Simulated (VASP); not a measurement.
Data:

```yaml
crystal:
  lattice:
    - [4.05428, 0.00000, 0.00000]
    - [-2.02714, 3.51111, 0.00000]
    - [0.00000, 0.00000, 4.71076]
  atoms:
    - { symbol: Hf, position: [0.33333, 0.66667, 0.93750] }
    - { symbol: Hf, position: [0.66667, 0.33333, 0.43750] }
    - { symbol: B, position: [0.33333, 0.66667, 0.43750] }
    - { symbol: B, position: [0.66667, 0.33333, 0.93750] }
```

The numbers are results of PBEsol GGA, VASP's PBE PAW potentials (set 64) (plane waves; VASP 6.6.1), not measurements. Settings: 520 eV cut-off, Gaussian smearing of 0.050 eV, potentials Hf_pv B.

Give the energies of bands 7 to 16 at the high-symmetry points, in eV from the Fermi level.

```tsv
band	Γ	M	K	A	L	H
7	-8.26	-6.47	-5.82	-6.38	-4.88	-4.51
8	-5.60	-5.41	-5.82	-6.38	-4.88	-4.51
9	-0.92	-2.43	-1.36	-1.46	-3.16	-3.19
10	-0.92	-0.60	-0.63	-1.46	-3.16	-3.19
11	-0.83	-0.05	-0.63	-1.46	-0.66	-1.10
12	-0.83	-0.01	-0.17	-1.46	-0.66	-1.10
13	-0.34	0.22	-0.07	-1.38	-0.22	-0.11
14	1.70	0.80	-0.07	-1.38	-0.22	-0.11
15	1.70	1.75	1.63	4.81	2.97	2.27
16	3.18	2.47	2.51	4.81	2.97	2.27
```

It has no gap at this level: it comes out as a metal or semimetal.

The structure was generated: HfB was put into the wurtzite type (P6_3mc), which need not be its known phase. It was relaxed first, which changed the volume by -37 %. The relaxed cell has space group P6_3/mmc.
